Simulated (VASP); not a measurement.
```
ZrO2
1.0
    5.15399     0.00000     0.00000
    0.00000     5.22811     0.00000
   -0.87387     0.00000     5.25757
Zr O
4 8
Direct
  0.72369   0.95785   0.79040
  0.27631   0.04215   0.20960
  0.27631   0.45785   0.70960
  0.72369   0.54215   0.29040
  0.06921   0.16629   0.84383
  0.93079   0.83371   0.15617
  0.93079   0.66629   0.65617
  0.06921   0.33371   0.34383
  0.55070   0.25742   0.02140
  0.44930   0.74258   0.97860
  0.44930   0.75742   0.47860
  0.55070   0.24258   0.52140
```

Method: PBEsol GGA, VASP's PBE PAW potentials (set 64) (plane waves; VASP). Numerical set-up: 400 eV cut-off, 3×3×3 Γ-centred mesh shifted by (0.5, 0.5, 0.5), Gaussian smearing of 0.010 eV, potentials Zr_sv O.

At this cut-off the stress carries a Pulay error, which pulls relaxed volumes low.

### Question
Which forces act on the atoms, in eV/Å?

### Answer

| atom | Fx | Fy | Fz |
|---|---|---|---|
| Zr1 | -0.048 | -0.052 | 0.008 |
| Zr2 | 0.048 | 0.052 | -0.008 |
| Zr3 | 0.048 | -0.052 | -0.008 |
| Zr4 | -0.048 | 0.052 | 0.008 |
| O5 | -0.013 | -0.008 | 0.018 |
| O6 | 0.013 | 0.008 | -0.018 |
| O7 | 0.013 | -0.008 | -0.018 |
| O8 | -0.013 | 0.008 | 0.018 |
| O9 | -0.026 | -0.004 | 0.008 |
| O10 | 0.026 | 0.004 | -0.008 |
| O11 | 0.026 | -0.004 | -0.008 |
| O12 | -0.026 | 0.004 | 0.008 |

### Question
Give the stress tensor in GPa (positive for a compressed cell).

### Answer

```
-8.53   0.00  -0.34
 0.00  -8.53   0.00
-0.34   0.00  -8.60
```
The pressure is its mean diagonal, -8.56 GPa.

The structure comes from a computed database's ZrO2 entry, a phase known from measurement. The cell was not relaxed at this level.
